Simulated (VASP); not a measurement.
Consider the following.

```yaml
crystal:
  lattice:
    - [5.74239, 0.00000, 0.00000]
    - [0.00000, 5.74239, 0.00000]
    - [0.00000, 0.00000, 5.74239]
  atoms:
    - { symbol: Cs, position: [0.00000, 0.00000, 0.00000] }
    - { symbol: Pb, position: [0.50000, 0.50000, 0.50000] }
    - { symbol: Cl, position: [0.50000, 0.00000, 0.50000] }
    - { symbol: Cl, position: [0.00000, 0.50000, 0.50000] }
    - { symbol: Cl, position: [0.50000, 0.50000, 0.00000] }
```

Computed with TPSS meta-GGA, VASP's PBE PAW potentials (set 64) (plane waves; VASP 6.6.1). Numerical set-up: 520 eV cut-off, 5×5×5 Γ-centred mesh, tetrahedra with Blöchl corrections, potentials Cs_sv Pb_d Cl.

Unless said otherwise, spin-orbit coupling is left out, though it shifts the bands of the heavy elements here.

**Question.** Give the energies of bands 13 to 25 at the high-symmetry points, in eV from the valence-band maximum.

**Answer.** 
```
band      Γ      X      M      R
----  -----  -----  -----  -----
13    -6.42  -7.22  -7.88  -7.98
14    -4.07  -4.00  -3.87  -2.71
15    -4.07  -4.00  -2.87  -2.71
16    -4.07  -2.67  -2.39  -2.71
17    -2.19  -2.28  -2.39  -2.37
18    -2.19  -2.28  -2.38  -2.37
19    -2.19  -2.28  -2.35  -1.82
20    -2.11  -2.19  -2.35  -1.82
21    -2.11  -2.19  -1.83  -1.82
22    -2.11  -1.47  -0.71   0.00
23     4.09   3.28   2.85   2.35
24     5.09   5.37   2.85   2.35
25     5.09   5.55   5.18   2.35
```

The gap is direct, 2.36 eV, from the valence maximum at R to the conduction minimum at R.

The compound is CsPbCl3 in the cubic perovskite structure, the ideal cubic form; the compound distorts at low or room temperature. It was relaxed first, which changed the volume by +7 %.
